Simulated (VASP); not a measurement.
The input files of a VASP run:

**KPOINTS**
```
Regular mesh
0
Gamma
 10 10 3
0 0 0
```

File POSCAR:
```
Hg4S3Se
1
    0.0000000000     2.9730032755     2.9730032755
    2.9730032755     0.0000000000     2.9730032755
   11.9098225495    11.9098225495    -0.0178094472
Hg Se S
4 1 3
Direct
  0.0117764046   0.0117764046   0.9911676965
  0.9893874912   0.9893874912   0.2579593816
  0.9969250332   0.9969250332   0.5023062251
  0.0030469852   0.0030469852   0.7477147611
  0.2467642050   0.2467642050   0.0649268463
  0.2443925534   0.2443925534   0.3167055850
  0.2505151772   0.2505151772   0.5621136171
  0.2571921502   0.2571921502   0.8071058874
```

### INCAR
```
SYSTEM = Hg4S3Se
PREC = Accurate
ENCUT = 400
EDIFF = 1E-7
NELM = 100
ALGO = Normal
LREAL = .FALSE.
LASPH = .TRUE.
ISMEAR = -5
GGA = PS
LMAXMIX = 6
LWAVE = .FALSE.
LCHARG = .TRUE.
LORBIT = 11
NEDOS = 601
ISIF = 2
```

POTCAR, in this order: Hg Se S (PBE.64 set). Program: vasp_std.

Problem. Write an equivalent input for Quantum ESPRESSO's pw.x.

Solution. One equivalent input (not run):
```
&CONTROL
  calculation = 'scf'
  pseudo_dir = './pseudo'
  outdir = './out'
  tprnfor = .true.
  tstress = .true.
/
&SYSTEM
  ibrav = 0
  nat = 8
  ntyp = 3
  ecutwfc = 86
  occupations = 'tetrahedra'
  input_dft = 'pbesol'
/
&ELECTRONS
  conv_thr = 7.3e-09
  electron_maxstep = 100
/
ATOMIC_SPECIES
  Hg 200.592 Hg.upf
  Se 78.971 Se.upf
  S 32.060 S.upf
CELL_PARAMETERS angstrom
     0.0000000    2.9730033    2.9730033
     2.9730033    0.0000000    2.9730033
    11.9098225   11.9098225   -0.0178094
ATOMIC_POSITIONS crystal
  Hg   0.0117764  0.0117764  0.9911677
  Hg   0.9893875  0.9893875  0.2579594
  Hg   0.9969250  0.9969250  0.5023062
  Hg   0.0030470  0.0030470  0.7477148
  Se   0.2467642  0.2467642  0.0649268
  S    0.2443926  0.2443926  0.3167056
  S    0.2505152  0.2505152  0.5621136
  S    0.2571922  0.2571922  0.8071059
K_POINTS automatic
  10 10 3 0 0 0
```
Limits of the translation: the potentials are each code's own (VASP's PAW set, PseudoDojo norm-conserving files in pw.x), so ENCUT and ecutwfc are chosen apart and not converted; conv_thr bounds pw.x's estimated SCF error, while EDIFF bounds the energy change between steps.

The structure was generated: Hg4S3Se was put into an ordered model structure (R3m), which need not be its known phase. It was relaxed first.
